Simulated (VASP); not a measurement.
ZnS:

```xyz
2
Lattice="0.0000 2.6937 2.6937 2.6937 0.0000 2.6937 2.6937 2.6937 0.0000" Properties=species:S:1:pos:R:3 pbc="T T T"
Zn    0.0000    0.0000    0.0000
S     4.0405    4.0405    4.0405
```

The cell is a database's computed one.

| Property | Result |
| --- | --- |
| Program | VASP 6.6.1 |
| Task | relaxation of cell and atoms |
| Functional | PBE |
| Potentials or basis | VASP PAW PBE potentials, release 64 (Zn, S) |
| Cutoff | 600 eV |
| k mesh | 10 × 10 × 10 |
| Occupations | gaussian, width 0.02 eV |
| Spin | no spin polarisation |

At the start: pressure 2.5 GPa; volume 19.55 Å³/atom.

**Question.** Where does the relaxation end?

**Answer.** Over 4 steps the energy falls by 4.9 meV/atom and the volume is 20.22 Å³/atom (+3.4 %); space group F-43m (No. 216, to 0.05 Å).

Step by step:
```tsv
step	energy change (eV)	largest force (eV/Å)	pressure (GPa)	volume (Å³)
1	0.0000	0.0000	2.51	39.09
2	-0.0088	0.0000	-0.73	40.85
3	-0.0099	0.0000	0.07	40.40
4	-0.0099	0.0000	-0.03	40.44
```

Final structure:
```
Zn S
1.0
     0.00000    2.72431    2.72431
     2.72431    0.00000    2.72431
     2.72431    2.72431    0.00000
Zn S
1 1
Direct
  0.00000 0.00000 0.00000
  0.75000 0.75000 0.75000
```
